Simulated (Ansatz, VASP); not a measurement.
# Be10PdAu: VASP beside Ansatz, part 2 of 3

Wanted: the spread between two codes on one cell, functional and k mesh. The structure shown is the end of the Ansatz relaxation below.

VASP 6.6.1 and Ansatz 0.2.0.

So far: Set-up; Ansatz: relaxation, PBEsol.

The structure was built from a prototype and need not be the compound's stable phase.

### 3. VASP: single point, PBEsol

Level of this step: PBEsol; plane waves and PAW (Pd, Au, Be) (VASP).

The same cell, functional, mesh and smearing now go to VASP, with its own data sets and cutoff.

Lines of VASP's logs that name or quote its potential files are left out, and so is its time.

The input, INCAR:

```
SYSTEM = Be10PdAu
PREC = Accurate
ENCUT = 400
EDIFF = 1E-06
NELM = 100
ISMEAR = -1
SIGMA = 0.05
LREAL = Auto
ALGO = Fast
GGA = PS
NBANDS = 65
LASPH = .TRUE.
LORBIT = 11
LWAVE = .FALSE.
LCHARG = .FALSE.
KPAR = 4
ISIF = 2
```

The input, POSCAR:

```
Be10PdAu
1.0
    6.0515624772      0.0000000000      0.0000000000
    0.0000000000      6.0515624772      0.0000000000
    0.0000000000      0.0000000000      6.0515624772
Pd Au Be
2 2 20
Direct
    0.0000000000      0.0000000000      0.0000000000
    0.0000000000      0.5000000000      0.5000000000
    0.5000000000      0.5000000000      0.0000000000
    0.5000000000      0.0000000000      0.5000000000
    0.3710734444      0.3764963302      0.3764963302
    0.8783618653      0.8733536228      0.3733536228
    0.8783618653      0.3733536228      0.8733536228
    0.3710734444      0.8764963302      0.8764963302
    0.3710734444      0.6235036698      0.6235036698
    0.8783618653      0.1266463772      0.6266463772
    0.8783618653      0.6266463772      0.1266463772
    0.3710734444      0.1235036698      0.1235036698
    0.6289265556      0.6235036698      0.3764963302
    0.1216381347      0.1266463772      0.3733536228
    0.1216381347      0.6266463772      0.8733536228
    0.6289265556      0.1235036698      0.8764963302
    0.6289265556      0.3764963302      0.6235036698
    0.1216381347      0.8733536228      0.6266463772
    0.1216381347      0.3733536228      0.1266463772
    0.6289265556      0.8764963302      0.1235036698
    0.7617609833      0.7500000000      0.7500000000
    0.2382390167      0.2500000000      0.7500000000
    0.2382390167      0.7500000000      0.2500000000
    0.7617609833      0.2500000000      0.2500000000
```

The input, KPOINTS:

```
Automatic mesh
0
Gamma
6 6 6
0 0 0
```

The projector-augmented-wave data sets are Pd, Au and Be (PBE family, release 64).

Started as:

```bash
> mpirun -np 4 vasp_std
```

Numbers of over 12 decimals in the logs are rounded to 6 here.

The log of the run:

```text
[banner, memory and clock lines left out]
running    4 mpi-ranks, on    1 nodes
 distrk:  each k-point on    1 cores,    4 groups
 distr:  one band on    1 cores,    1 groups

 POSCAR found type information on POSCAR PdAuBe
 POSCAR found :  3 types and      24 ions
|                                                                             |
|               ----> ADVICE to this user running VASP <----                  |
|                                                                             |
|     You enforced a specific xc type in the INCAR file but a different       |
|     [... a line on the potential file left out ...]
|     I HOPE YOU KNOW WHAT YOU ARE DOING!                                     |
|                                                                             |

 LDA part: xc-table for (Slater+PW92), standard interpolation
 POSCAR, INCAR and KPOINTS ok, starting setup
 FFT: planning ... GRIDC
 FFT: planning ... GRID_SOFT
 FFT: planning ... GRID
 WAVECAR not read
 entering main loop
       N       E                     dE             d eps       ncg     rms          rms(c)
DAV:   1     0.219136389651E+03    0.21914E+03   -0.29601E+04  5200   0.916E+02
DAV:   2    -0.106470364290E+03   -0.32561E+03   -0.30188E+03  5720   0.209E+02
DAV:   3    -0.123256168782E+03   -0.16786E+02   -0.16274E+02  6784   0.489E+01
DAV:   4    -0.123572660367E+03   -0.31649E+00   -0.31540E+00  6256   0.714E+00
DAV:   5    -0.123579034836E+03   -0.63745E-02   -0.63719E-02  6520   0.102E+00    0.310E+01
RMM:   6    -0.110731695883E+03    0.12847E+02   -0.10833E+02  5221   0.327E+01    0.219E+01
RMM:   7    -0.105973389640E+03    0.47583E+01   -0.11357E+01  5421   0.117E+01    0.701E+00
RMM:   8    -0.105618482237E+03    0.35491E+00   -0.10504E+00  6010   0.346E+00    0.162E+00
RMM:   9    -0.105554318440E+03    0.64164E-01   -0.21371E-01  6051   0.142E+00    0.122E+00
RMM:  10    -0.105532455089E+03    0.21863E-01   -0.39196E-02  6240   0.607E-01    0.302E-01
RMM:  11    -0.105530503976E+03    0.19511E-02   -0.56882E-03  6271   0.235E-01    0.114E-01
RMM:  12    -0.105530375878E+03    0.12810E-03   -0.11679E-03  6267   0.112E-01    0.495E-02
RMM:  13    -0.105530383071E+03   -0.71929E-05   -0.25511E-04  6517   0.505E-02    0.313E-02
RMM:  14    -0.105530386516E+03   -0.34448E-05   -0.47617E-05  6530   0.235E-02    0.920E-03
RMM:  15    -0.105530385275E+03    0.12406E-05   -0.14247E-05  5945   0.134E-02    0.260E-03
RMM:  16    -0.105530385663E+03   -0.38814E-06   -0.41223E-06  5136   0.651E-03
   1 F= -.10553039E+03 E0= -.10552182E+03  d E =-.171366E-01
```

Parts of OUTCAR (step 3):

```text
ion  position               nearest neighbor table
   1  0.000  0.000  0.000-   8 2.48  12 2.48  16 2.48  20 2.48  11 2.50   7 2.50  14 2.50  15 2.50
                             6 2.50  18 2.50  19 2.50  10 2.50  21 2.58  22 2.58  23 2.58  24 2.58
   2  0.000  0.500  0.500-   5 2.48   9 2.48  13 2.48  17 2.48  10 2.50  11 2.50   7 2.50  14 2.50
                            15 2.50   6 2.50  18 2.50  19 2.50  21 2.58  22 2.58  23 2.58  24 2.58
   3  0.500  0.500  0.000-   5 2.52   8 2.52   9 2.52  12 2.52  13 2.52  16 2.52  17 2.52  20 2.52
                             7 2.53  11 2.53  19 2.53  15 2.53  21 2.66  22 2.66  23 2.66  24 2.66
   4  0.500  0.000  0.500-   5 2.52   8 2.52   9 2.52  12 2.52  13 2.52  16 2.52  17 2.52  20 2.52
                             6 2.53  10 2.53  18 2.53  14 2.53  21 2.66  22 2.66  23 2.66  24 2.66
   5  0.371  0.376  0.376-   9 2.11  14 2.14  19 2.14  17 2.16  13 2.16  12 2.17   2 2.48   3 2.52
                             4 2.52
   6  0.878  0.873  0.373-  11 2.11  14 2.13  18 2.13  13 2.14  20 2.14  10 2.17   1 2.50   2 2.50
                             4 2.53
   7  0.878  0.373  0.873-  10 2.11  15 2.13  19 2.13  17 2.14  16 2.14  11 2.17   1 2.50   2 2.50
                             3 2.53
   8  0.371  0.876  0.876-  12 2.11  15 2.14  18 2.14  16 2.16  20 2.16   9 2.17   1 2.48   3 2.52
                             4 2.52
   9  0.371  0.624  0.624-   5 2.11  15 2.14  18 2.14  17 2.16  13 2.16   8 2.17   2 2.48   3 2.52
                             4 2.52
  10  0.878  0.127  0.627-   7 2.11  14 2.13  18 2.13  17 2.14  16 2.14   6 2.17   1 2.50   2 2.50
                             4 2.53
  11  0.878  0.627  0.127-   6 2.11  15 2.13  19 2.13  13 2.14  20 2.14   7 2.17   1 2.50   2 2.50
                             3 2.53
  12  0.371  0.124  0.124-   8 2.11  14 2.14  19 2.14  16 2.16  20 2.16   5 2.17   1 2.48   3 2.52
                             4 2.52
  13  0.629  0.624  0.376-  17 2.11  11 2.14   6 2.14   5 2.16   9 2.16  20 2.17   2 2.48   3 2.52
                             4 2.52
  14  0.122  0.127  0.373-  19 2.11  10 2.13   6 2.13  12 2.14   5 2.14  18 2.17   1 2.50   2 2.50
                             4 2.53
  15  0.122  0.627  0.873-  18 2.11  11 2.13   7 2.13   8 2.14   9 2.14  19 2.17   1 2.50   2 2.50
                             3 2.53
  16  0.629  0.124  0.876-  20 2.11  10 2.14   7 2.14  12 2.16   8 2.16  17 2.17   1 2.48   3 2.52
                             4 2.52
  17  0.629  0.376  0.624-  13 2.11  10 2.14   7 2.14   5 2.16   9 2.16  16 2.17   2 2.48   3 2.52
                             4 2.52
  18  0.122  0.873  0.627-  15 2.11  10 2.13   6 2.13   8 2.14   9 2.14  14 2.17   1 2.50   2 2.50
                             4 2.53
  19  0.122  0.373  0.127-  14 2.11  11 2.13   7 2.13  12 2.14   5 2.14  15 2.17   1 2.50   2 2.50
                             3 2.53
  20  0.629  0.876  0.124-  16 2.11  11 2.14   6 2.14  12 2.16   8 2.16  13 2.17   1 2.48   3 2.52
                             4 2.52
  21  0.762  0.750  0.750-   1 2.58   2 2.58   3 2.66   4 2.66
  22  0.238  0.250  0.750-   1 2.58   2 2.58   3 2.66   4 2.66
  23  0.238  0.750  0.250-   1 2.58   2 2.58   3 2.66   4 2.66
  24  0.762  0.250  0.250-   1 2.58   2 2.58   3 2.66   4 2.66

  LATTYP: Found a simple cubic cell.
 ALAT       =     6.0515624772

 Subroutine GETGRP returns: Found  8 space group operations
 (whereof  8 operations were pure point group operations)

The static configuration has the point symmetry D_2d.

 Found     40 irreducible k-points:

   k-points           NKPTS =     40   k-points in BZ     NKDIM =     40   number of bands    NBANDS=     65

   dimension x,y,z NGX =    40 NGY =   40 NGZ =   40
   dimension x,y,z NGXF=    80 NGYF=   80 NGZF=   80

   ENCUT  =  400.0 eV  29.40 Ry    5.42 a.u.   9.87  9.87  9.87*2*pi/ulx,y,z

   NELECT =      82.0000    total number of electrons

 k-points in reciprocal lattice and weights: Automatic mesh
   0.00000000  0.00000000  0.00000000       0.005
   0.16666667  0.00000000  0.00000000       0.009
   0.00000000  0.16666667  0.00000000       0.019
   0.33333333  0.00000000  0.00000000       0.009
   0.00000000  0.33333333  0.00000000       0.019
   0.50000000  0.00000000  0.00000000       0.005
   0.00000000  0.50000000  0.00000000       0.009
   0.16666667  0.16666667  0.00000000       0.037
   0.00000000  0.16666667  0.16666667       0.019
[...]
0.33333333  0.50000000  0.50000000       0.009
   0.50000000  0.50000000  0.50000000       0.005

 average (electrostatic) potential at core
       1 -73.7457       2 -73.7457       3 -67.2580       4 -67.2580       5 -31.6324
       6 -31.5223       7 -31.5223       8 -31.6324       9 -31.6324      10 -31.5223
      11 -31.5223      12 -31.6324      13 -31.6324      14 -31.5223      15 -31.5223
      16 -31.6324      17 -31.6324      18 -31.5223      19 -31.5223      20 -31.6324
      21 -32.4499      22 -32.4499      23 -32.4499      24 -32.4499

 E-fermi :   8.2324

 k-point     1 :       0.0000    0.0000    0.0000
  band No.  band energies     occupation
    ...
     39       7.3177      2.00000
     40       7.3177      2.00000
     41       7.4215      2.00000
     42       7.4215      2.00000
     43       7.5386      2.00000
     44      10.4746      0.00000
     45      10.6509      0.00000
     46      10.6509      0.00000
     47      10.6550      0.00000
     48      12.3249      0.00000
    ...

 k-point     2 :       0.1667    0.0000    0.0000
  band No.  band energies     occupation
    ...
     39       7.0849      2.00000
     40       7.1961      2.00000
     41       7.4250      2.00000
     42       7.4250      2.00000
     43       7.4927      2.00000
     44       9.8188      0.00000
     45      10.8228      0.00000
     46      11.0527      0.00000
     47      11.0527      0.00000
     48      12.3413      0.00000
    ...

 k-point     3 :       0.0000    0.1667    0.0000
  band No.  band energies     occupation
    ...
     39       7.0883      2.00000
     40       7.3174      2.00000
     41       7.3923      2.00000
     42       7.4276      2.00000
     43       7.4747      2.00000
     44       9.8257      0.00000
     45      10.8309      0.00000
     46      11.0495      0.00000
     47      11.0576      0.00000
     48      12.3357      0.00000
    ...

  Total       -3.5512551     -3.9929180     -3.9929180      0.0000000      0.0000000     -0.0000000
  in kB      -25.6737844    -28.8667843    -28.8667843      0.0000000      0.0000000     -0.0000000
  external PRESSURE =     -27.8024510 kB  Pullay stress =       0.0000000 kB

  energy-cutoff  :      400.00
  volume of cell :      221.62
      direct lattice vectors                 reciprocal lattice vectors
     6.051562477  0.000000000  0.000000000     0.165246580  0.000000000  0.000000000
     0.000000000  6.051562477  0.000000000     0.000000000  0.165246580  0.000000000
     0.000000000  0.000000000  6.051562477     0.000000000  0.000000000  0.165246580

 POSITION                                       TOTAL-FORCE (eV/Angst)
 -----------------------------------------------------------------------------------
      0.00000      0.00000      0.00000        -0.000000      0.000000     -0.000000
      0.00000      3.02578      3.02578        -0.000000      0.000000     -0.000000
      3.02578      3.02578      0.00000        -0.000000      0.000000     -0.000000
      3.02578      0.00000      3.02578        -0.000000      0.000000     -0.000000
      2.24557      2.27839      2.27839         0.001523     -0.005034     -0.005034
      5.31546      5.28515      2.25937        -0.011816      0.000957      0.000957
      5.31546      2.25937      5.28515        -0.011816      0.000957      0.000957
      2.24557      5.30417      5.30417         0.001523     -0.005034     -0.005034
      2.24557      3.77317      3.77317         0.001523      0.005034      0.005034
      5.31546      0.76641      3.79219        -0.011816     -0.000957     -0.000957
      5.31546      3.79219      0.76641        -0.011816     -0.000957     -0.000957
      2.24557      0.74739      0.74739         0.001523      0.005034      0.005034
      3.80599      3.77317      2.27839        -0.001523      0.005034     -0.005034
      0.73610      0.76641      2.25937         0.011816     -0.000957      0.000957
      0.73610      3.79219      5.28515         0.011816     -0.000957      0.000957
      3.80599      0.74739      5.30417        -0.001523      0.005034     -0.005034
      3.80599      2.27839      3.77317        -0.001523     -0.005034      0.005034
      0.73610      5.28515      3.79219         0.011816      0.000957     -0.000957
      0.73610      2.25937      0.76641         0.011816      0.000957     -0.000957
      3.80599      5.30417      0.74739        -0.001523     -0.005034      0.005034
      4.60984      4.53867      4.53867        -0.006969      0.000000     -0.000000
      1.44172      1.51289      4.53867         0.006969      0.000000     -0.000000
      1.44172      4.53867      1.51289         0.006969      0.000000     -0.000000
      4.60984      1.51289      1.51289        -0.006969      0.000000     -0.000000
 -----------------------------------------------------------------------------------
    total drift:                               -0.000000     -0.000001     -0.000000

  FREE ENERGIE OF THE ION-ELECTRON SYSTEM (eV)
  ---------------------------------------------------
  free  energy   TOTEN  =      -105.5303856632 eV

  energy  without entropy=     -105.5132490192  energy(sigma->0) =     -105.52181734

 total charge
# of ion       s       p       d       tot
------------------------------------------
    1        0.531   0.821   8.449   9.801
    2        0.531   0.821   8.449   9.801
    3        0.658   0.711   8.538   9.906
    4        0.658   0.711   8.538   9.906
    5        0.412   0.757   0.000   1.169
    6        0.416   0.772   0.000   1.188
    7        0.416   0.772   0.000   1.188
    8        0.412   0.757   0.000   1.169
    9        0.412   0.757   0.000   1.169
   10        0.416   0.772   0.000   1.188
   11        0.416   0.772   0.000   1.188
   12        0.412   0.757   0.000   1.169
   13        0.412   0.757   0.000   1.169
   14        0.416   0.772   0.000   1.188
   15        0.416   0.772   0.000   1.188
   16        0.412   0.757   0.000   1.169
   17        0.412   0.757   0.000   1.169
   18        0.416   0.772   0.000   1.188
   19        0.416   0.772   0.000   1.188
   20        0.412   0.757   0.000   1.169
   21        0.336   0.550   0.000   0.886
   22        0.336   0.550   0.000   0.886
   23        0.336   0.550   0.000   0.886
   24        0.336   0.550   0.000   0.886
--------------------------------------------------
tot         10.344  17.498  33.974  61.816

[... 3 further parts left out ...]
```

The run ends at a pressure of -2.78 GPa, with forces up to 0.012 eV/Å.

### 4. Side by side

Known differences besides the potentials themselves: the data sets hold 114 valence electrons in Ansatz (default PAW (the set named soft_2) files) and 82 in VASP; the cutoff is 420 eV in Ansatz and 400 eV in VASP (PREC = Accurate, projectors in real space); Ansatz makes its cores anew for this functional, VASP keeps those of its PBE data sets. Total energies have different zeros and are not compared.

At this near-relaxed geometry the largest component of a force difference is 7 meV/Å.

### 5. VASP: single point, r2SCAN

With cell and atoms fixed, the geometry can't cause a difference; cores, projectors, grids and the points listed under the comparison can.

Changes to INCAR since step 3:

```diff
@@ -8,6 +8,6 @@
 LREAL = Auto
-ALGO = Fast
-GGA = PS
+ALGO = Normal
+METAGGA = R2SCAN
+LASPH = .TRUE.
 NBANDS = 65
-LASPH = .TRUE.
 LORBIT = 11
```

POSCAR is that of step 3.

KPOINTS is that of step 3.

Started as:

```bash
> mpirun -np 4 vasp_std
```

The log of the run:

```text
[banner, memory and clock lines left out]
running    4 mpi-ranks, on    1 nodes
[...]
[... a notice as in an earlier step ...]

 LDA part: xc-table for (None), standard interpolation
 POSCAR, INCAR and KPOINTS ok, starting setup
[...]
entering main loop
       N       E                     dE             d eps       ncg     rms          rms(c)
DAV:   1     0.854671038788E+02    0.85467E+02   -0.30750E+04  5200   0.952E+02
DAV:   2    -0.253593977637E+03   -0.33906E+03   -0.31472E+03  5751   0.216E+02
DAV:   3    -0.270298373293E+03   -0.16704E+02   -0.16226E+02  6736   0.499E+01
DAV:   4    -0.270611601534E+03   -0.31323E+00   -0.31231E+00  6288   0.729E+00
[...]
DAV:  13    -0.239272158806E+03   -0.28688E-05   -0.36300E-05  6431   0.245E-02    0.210E-02
DAV:  14    -0.239272156950E+03    0.18558E-05   -0.57111E-06  5895   0.159E-02    0.519E-03
DAV:  15    -0.239272157003E+03   -0.52831E-07   -0.68330E-07  3494   0.534E-03
   1 F= -.23927216E+03 E0= -.23926445E+03  d E =-.154052E-01
```

(Continued in part 3 of 3.)

[Lines on the potential files, build, host, timing and source positions are cut from VASP's logs without a mark.]

[Logs are printed without paths, hosts, clocks, repeated set-up lines and the standing remarks that a program may print on its own settings, such as how far it seeks lower states.]

[Hosts, paths, dates, database ids (printed as entryN), source tags and the programs' standing remarks are cut or masked in the printed files.]
